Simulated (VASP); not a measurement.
Data:

```xyz
4
Lattice="2.9143 0.0000 0.0000 -1.4571 2.5238 0.0000 0.0000 0.0000 9.6047" Properties=species:S:1:pos:R:3 pbc="T T T"
Mg     1.4571     0.8413     4.8023
Ti     1.4571     0.8413     0.0000
Ti     0.0000     0.0000     7.3746
Ti     0.0000     0.0000     2.2300
```

Computed with PBEsol GGA, VASP's PBE PAW potentials (set 64) (plane waves; VASP 6.6.1). Numerical set-up: 400 eV cut-off, Gaussian smearing of 0.050 eV, potentials Mg Ti_sv.

### Question
Give the energies of bands 13 to 22 at the high-symmetry points, in eV from the Fermi level.

### Answer

```tsv
band	Γ	M	K	A	L	H
13	-6.68	-2.58	-1.58	-6.47	-2.54	-1.60
14	-4.90	-2.38	-1.33	-5.75	-2.47	-1.33
15	-4.55	-2.22	-1.28	-3.23	-2.04	-1.28
16	-2.57	-1.54	-1.17	-3.10	-1.83	-1.00
17	-0.81	-1.23	-0.74	-1.06	-1.14	-0.87
18	0.70	-1.02	-0.61	0.57	-0.83	-0.71
19	0.74	-0.31	-0.50	0.74	-0.54	-0.53
20	0.74	0.07	-0.23	0.74	0.23	-0.14
21	0.81	0.77	-0.06	0.80	0.77	-0.03
22	0.81	1.18	0.17	0.80	1.06	0.10
```

It has no gap at this level: it comes out as a metal or semimetal.

The structure comes from a computed database's MgTi3 entry (P-6m2); how it stands against other phases isn't given here. It was relaxed first.
